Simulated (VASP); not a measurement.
Here is the system:

```
Na
1.0
    6.03841     0.00000     0.00000
   -3.01920     5.22942     0.00000
    0.00000     0.00000     3.67266
Na
3
Cartesian
  0.00000   0.00000   0.00000
  0.00000   3.48628   1.83633
  3.01921   1.74314   1.83633
```

Calculation: PBE GGA, VASP's PBE PAW potentials (set 64) (plane waves; VASP). Settings: 300 eV cut-off, 6×6×9 Γ-centred mesh, Fermi-Dirac smearing of 0.10 eV, potentials Na_pv.

At this cut-off the stress carries a Pulay error, which pulls relaxed volumes low. Energy and stress use the plane-wave basis of the starting cell.

Problem. The ions, cell shape and volume are relaxed. What does this cell relax into?

Solution. 
```
Na
1.0
    6.01762     0.00000     0.00000
   -3.00881     5.21141     0.00000
    0.00000     0.00000     3.56247
Na
3
Direct
  0.00000   0.00000   0.00000
  0.33333   0.66667   0.50000
  0.66667   0.33333   0.50000
```
Space group P6/mmm (191), at a tolerance of 0.03 Å.

Problem. How do energy and volume change from the first to the last step?

Solution. The energy (σ→0) changes by -2.5 meV/atom and the volume by -3.7 %, in 7 ionic steps.

The structure was generated: Na was put into an ordered model structure, which need not be its known phase. This run relaxes it. Symmetry was kept, so distortions that lower it aren't found. The run is one of a series of settings (EDIFFG = -0.01, IBRION = 2, ISIF = 3, NSW = 50 against the base run), some of them coarse on purpose.
